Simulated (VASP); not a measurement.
Consider the following.

```
TiSi2
1.0
    1.77375    -6.79240     0.00000
    1.77375     6.79240     0.00000
    0.00000     0.00000     3.58264
Ti Si
2 4
Direct
  0.89688   0.10312   0.75000
  0.10312   0.89688   0.25000
  0.55825   0.44175   0.75000
  0.44175   0.55825   0.25000
  0.24969   0.75031   0.75000
  0.75031   0.24969   0.25000
```

Level of theory: LDA (Ceperley-Alder, Perdew-Zunger), VASP's LDA PAW potentials (set 64) (plane waves; VASP). Run with 300 eV cut-off, 9×9×8 Γ-centred mesh, Gaussian smearing of 0.10 eV, potentials Ti_sv Si.

At this cut-off the stress carries a Pulay error, which pulls relaxed volumes low.

### Question
What does the run give for the energy per atom (σ→0), pressure, largest force, band gap (on the k-mesh) with the smallest direct gap where there is one?

### Answer

| Property | Value |
|---|---|
| band gap (on the k-mesh) | none (metal, semimetal or under 0.01 eV) |
| energy per atom (σ→0) | -7.480 eV/atom |
| pressure | -7.32 GPa |
| largest force | 0.077 eV/Å |

Only differences to runs with the same potentials and settings are physical.

The structure comes from a computed database's TiSi2 entry; how it stands against other phases isn't given here. The cell was not relaxed at this level.
